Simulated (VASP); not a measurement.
Level of theory: r2SCAN meta-GGA, VASP's PBE PAW potentials (set 64) (plane waves; VASP).

A VASP calculation is set up with these files.

**INCAR**
```
! general
SYSTEM   =  Fe
PREC     =  Accurate
ENCUT    =  500
LREAL    =  .FALSE.
LASPH    =  .TRUE.

! electronic loop
EDIFF    =  1E-6
NELM     =  100
ALGO     =  Normal
LMAXMIX  =  4
LMIXTAU  =  .TRUE.

! smearing
ISMEAR   =  1
SIGMA    =  0.1

! functional
METAGGA  =  R2SCAN

! spin
ISPIN    =  2
MAGMOM   =  2.7

! ions
IBRION   =  2
NSW      =  40
ISIF     =  3
EDIFFG   =  -0.02
PSTRESS  =  50

! output
LWAVE    =  .FALSE.
LCHARG   =  .FALSE.
LORBIT   =  10
```

POSCAR:
```
Fe
1
   -1.4198503746     1.4198503746     1.4198503746
    1.4198503746    -1.4198503746     1.4198503746
    1.4198503746     1.4198503746    -1.4198503746
Fe
1
Direct
  0.0000000000   0.0000000000   0.0000000000
```

File KPOINTS:
```
Regular mesh
0
G
18 18 18
0 0 0
```

POTCAR, in this order: Fe (PBE.64 set). Program: vasp_std.

The resulting files:

File OSZICAR:
```
       N       E                     dE             d eps       ncg     rms          rms(c)
DAV:   1     0.100160838189E+02    0.10016E+02   -0.41436E+03  7332   0.108E+03
DAV:   2    -0.153647134837E+02   -0.25381E+02   -0.23550E+02  7089   0.132E+02
DAV:   3    -0.157076637910E+02   -0.34295E+00   -0.34098E+00  7854   0.217E+01
DAV:   4    -0.157097478305E+02   -0.20840E-02   -0.20839E-02  7585   0.155E+00
DAV:   5    -0.157097725594E+02   -0.24729E-04   -0.24728E-04  7663   0.155E-01    0.120E+01
DAV:   6    -0.142275698757E+02    0.14822E+01   -0.21349E+01  7459   0.736E+01    0.835E+00
DAV:   7    -0.143446575658E+02   -0.11709E+00   -0.31555E+00  8112   0.244E+01    0.516E+00
DAV:   8    -0.143575071497E+02   -0.12850E-01   -0.76915E-02  7872   0.277E+00    0.238E+00
DAV:   9    -0.143518354253E+02    0.56717E-02   -0.11186E-01  8201   0.387E+00    0.836E-01
DAV:  10    -0.143549474355E+02   -0.31120E-02   -0.16176E-02  7560   0.142E+00    0.359E-01
DAV:  11    -0.143561439931E+02   -0.11966E-02   -0.68898E-04  7908   0.427E-01    0.966E-02
DAV:  12    -0.143561106191E+02    0.33374E-04   -0.24725E-04  8305   0.230E-01    0.535E-02
DAV:  13    -0.143561008909E+02    0.97282E-05   -0.23926E-05  7605   0.643E-02    0.118E-02
DAV:  14    -0.143561024419E+02   -0.15510E-05   -0.70638E-06  7231   0.343E-02    0.821E-03
DAV:  15    -0.143561014907E+02    0.95118E-06   -0.13564E-06  3706   0.165E-02
   1 F= -.13998790E+02 E0= -.13998808E+02  d E =-.139988E+02  mag=     2.6192
```

**OUTCAR**
```
------------------------ aborting loop because EDIFF is reached ----------------------------------------
  FORCE on cell =-STRESS in cart. coord.  units (eV):
  Direction    XX          YY          ZZ          XY          YZ          ZX
  --------------------------------------------------------------------------------------
  Total        0.3562373      0.3562373      0.3562373      0.0000000     -0.0000000      0.0000000
  in kB       49.8496644     49.8496644     49.8496644      0.0000000     -0.0000000      0.0000000
  external PRESSURE =      -0.1503356 kB  Pullay stress =      50.0000000 kB
  volume of cell :       11.45
      direct lattice vectors                 reciprocal lattice vectors
    -1.419850375  1.419850375  1.419850375     0.000000000  0.352149782  0.352149782
     1.419850375 -1.419850375  1.419850375     0.352149782  0.000000000  0.352149782
     1.419850375  1.419850375 -1.419850375     0.352149782  0.352149782  0.000000000
 POSITION                                       TOTAL-FORCE (eV/Angst)
 -----------------------------------------------------------------------------------
      0.00000      0.00000      0.00000         0.000000      0.000000      0.000000
 -----------------------------------------------------------------------------------
    total drift:                                0.000000     -0.000000      0.000000
  FREE ENERGIE OF THE ION-ELECTRON SYSTEM (eV)
  ---------------------------------------------------
  free  energy   TOTEN  =       -14.3561014907 eV

  energy  without entropy=      -14.3561566205  energy(sigma->0) =      -14.35611987
  enthalpy is  TOTEN    =       -13.9987898589 eV   P V=        0.3573116318

 total charge

# of ion       s       p       d       tot
------------------------------------------
    1        0.490   0.572   6.194   7.256

 magnetization (x)

# of ion       s       p       d       tot
------------------------------------------
    1       -0.013  -0.120   2.812   2.680

 reached required accuracy - stopping structural energy minimisation
```
(Selected blocks of OUTCAR.)

The compound is Fe in the bcc structure. It was relaxed first under an external pressure of 5 GPa.
